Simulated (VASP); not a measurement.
Output of a VASP run:

### OSZICAR
```
...
DAV:  18    -0.543158306567E+02   -0.28299E-06   -0.85800E-08   706   0.331E-03
   1 F= -.54315831E+02 E0= -.54315167E+02  d E =-.543158E+02
       N       E                     dE             d eps       ncg     rms          rms(c)
DAV:   1    -0.543717445288E+02   -0.55914E-01   -0.17193E+00  1271   0.118E+01    0.268E+00
DAV:   2    -0.543250609617E+02    0.46684E-01   -0.85332E-02  1271   0.276E+00    0.113E+00
DAV:   3    -0.543149993601E+02    0.10062E-01   -0.53269E-02  1402   0.179E+00    0.135E+00
DAV:   4    -0.543150941523E+02   -0.94792E-04   -0.75880E-04  1413   0.273E-01    0.133E+00
DAV:   5    -0.543140145131E+02    0.10796E-02   -0.96081E-04  1429   0.165E-01    0.973E-01
DAV:   6    -0.543144428339E+02   -0.42832E-03   -0.42125E-03  1483   0.343E-01    0.299E-01
DAV:   7    -0.543133663689E+02    0.10765E-02   -0.79199E-04  1428   0.329E-01    0.122E-01
DAV:   8    -0.543144496466E+02   -0.10833E-02   -0.92616E-04  1369   0.334E-01    0.815E-02
DAV:   9    -0.543144712987E+02   -0.21652E-04   -0.35981E-05  1420   0.443E-02    0.173E-02
DAV:  10    -0.543144747530E+02   -0.34544E-05   -0.60156E-06  1471   0.197E-02    0.809E-03
DAV:  11    -0.543144806844E+02   -0.59313E-05   -0.18236E-06   836   0.174E-02    0.375E-03
DAV:  12    -0.543144818642E+02   -0.11798E-05   -0.78651E-07   652   0.109E-02    0.434E-03
DAV:  13    -0.543144816242E+02    0.23998E-06   -0.17626E-07   652   0.383E-03
   2 F= -.54314482E+02 E0= -.54313761E+02  d E =0.134903E-02
       N       E                     dE             d eps       ncg     rms          rms(c)
DAV:   1    -0.543371372980E+02   -0.22655E-01   -0.49007E-01  1247   0.631E+00    0.141E+00
DAV:   2    -0.543237807595E+02    0.13357E-01   -0.22904E-02  1250   0.144E+00    0.609E-01
DAV:   3    -0.543207028643E+02    0.30779E-02   -0.15471E-02  1399   0.977E-01    0.722E-01
DAV:   4    -0.543207252977E+02   -0.22433E-04   -0.21610E-04  1412   0.146E-01    0.736E-01
DAV:   5    -0.543208243522E+02   -0.99055E-04   -0.12454E-05  1463   0.354E-02    0.743E-01
DAV:   6    -0.543208457949E+02   -0.21443E-04   -0.20310E-03  1678   0.328E-01    0.153E+00
DAV:   7    -0.543215668188E+02   -0.72102E-03   -0.40976E-04  1280   0.222E-01    0.182E+00
DAV:   8    -0.543225604335E+02   -0.99361E-03   -0.15193E-03  1485   0.216E-01    0.256E+00
DAV:   9    -0.543227018696E+02   -0.14144E-03   -0.80316E-05  1614   0.604E-02    0.270E+00
DAV:  10    -0.543214247886E+02    0.12771E-02   -0.37796E-03  1466   0.332E-01    0.151E+00
DAV:  11    -0.543207111761E+02    0.71361E-03   -0.13110E-03  1616   0.214E-01    0.903E-01
DAV:  12    -0.543206865864E+02    0.24590E-04   -0.25979E-04  1535   0.106E-01    0.567E-01
DAV:  13    -0.543206642396E+02    0.22347E-04   -0.10433E-05  1570   0.209E-02    0.523E-01
DAV:  14    -0.543206527627E+02    0.11477E-04   -0.68959E-06  1448   0.159E-02    0.474E-01
DAV:  15    -0.543206456031E+02    0.71596E-05   -0.21498E-04  1460   0.104E-01    0.176E-01
DAV:  16    -0.543206295909E+02    0.16012E-04   -0.50054E-05  1595   0.456E-02    0.320E-02
DAV:  17    -0.543206265258E+02    0.30652E-05   -0.35712E-06  1208   0.125E-02    0.102E-02
DAV:  18    -0.543206250963E+02    0.14294E-05   -0.12617E-06   885   0.814E-03    0.271E-02
DAV:  19    -0.543206262055E+02   -0.11091E-05   -0.36692E-07   646   0.703E-03    0.193E-02
DAV:  20    -0.543206275446E+02   -0.13391E-05   -0.56025E-07   643   0.561E-03    0.563E-03
DAV:  21    -0.543206274901E+02    0.54433E-07   -0.43540E-08   637   0.182E-03
   3 F= -.54320627E+02 E0= -.54319907E+02  d E =-.479683E-02
```

OUTCAR:
```
------------------------ aborting loop because EDIFF is reached ----------------------------------------
  FORCE on cell =-STRESS in cart. coord.  units (eV):
  Direction    XX          YY          ZZ          XY          YZ          ZX
  --------------------------------------------------------------------------------------
  Total       -0.0018071     -0.0018071     -0.0018071     -0.0000000     -0.0000000      0.0000000
  in kB       -0.0829263     -0.0829263     -0.0829263     -0.0000000     -0.0000000      0.0000000
  external PRESSURE =      -0.0829263 kB  Pullay stress =       0.0000000 kB
  volume of cell :       34.91
      direct lattice vectors                 reciprocal lattice vectors
     3.268375344 -0.000000000  0.000000000     0.305962411 -0.000000000 -0.000000000
     0.000000000  3.268375344 -0.000000000     0.000000000  0.305962411  0.000000000
     0.000000000 -0.000000000  3.268375344    -0.000000000  0.000000000  0.305962411
 POSITION                                       TOTAL-FORCE (eV/Angst)
 -----------------------------------------------------------------------------------
      0.00000      0.00000      0.00000        -0.000000     -0.000000      0.000000
      1.63419      1.63419      1.63419         0.000000      0.000000      0.000000
 -----------------------------------------------------------------------------------
    total drift:                               -0.000000      0.000000      0.000000
  FREE ENERGIE OF THE ION-ELECTRON SYSTEM (eV)
  ---------------------------------------------------
  free  energy   TOTEN  =       -54.3206274901 eV

  energy  without entropy=      -54.3184670302  energy(sigma->0) =      -54.31990734

 reached required accuracy - stopping structural energy minimisation
```
(Selected blocks of OUTCAR.)

POSCAR:
```
HfSi
1
    3.2487750000     0.0000000000     0.0000000000
    0.0000000000     3.2487750000     0.0000000000
    0.0000000000     0.0000000000     3.2487750000
Hf Si
1 1
Direct
  0.0000000000   0.0000000000   0.0000000000
  0.5000000000   0.5000000000   0.5000000000
```

Question: Reconstruct the remaining input files.

Answer: One answer among several that fit: the input of the run itself, r2SCAN meta-GGA, plane waves, VASP's PBE PAW potentials (set 64).

**KPOINTS**
```
Automatic mesh
0
Gamma
10 10 10
0 0 0
```

**INCAR**
```
! general
SYSTEM  = HfSi
PREC    = Accurate
ENCUT   = 400   ! plane-wave cut-off (eV)
LREAL   = .False.
LASPH   = .True.   ! aspherical one-centre terms

! electronic loop
EDIFF   = 1E-6
NELM    = 100
ALGO    = Normal   ! blocked Davidson
LMAXMIX = 6   ! l cut-off of mixed one-centre charges
LMIXTAU = .True.

! smearing
ISMEAR  = 1   ! Methfessel-Paxton
SIGMA   = 0.1   ! width (eV)

! functional
METAGGA = R2SCAN

! ions
IBRION  = 2   ! conjugate gradients
NSW     = 60
ISIF    = 3   ! ions, shape and volume
EDIFFG  = -0.01   ! ionic stop

! output
LWAVE   = .False.
LCHARG  = .False.
```

POTCAR, in this order: Hf_pv Si (PBE.64 set). Program: vasp_std.

The structure was generated: HfSi was put into the CsCl type (Pm-3m), which need not be its known phase. This run relaxes it. Symmetry was kept, so distortions that lower it aren't found.
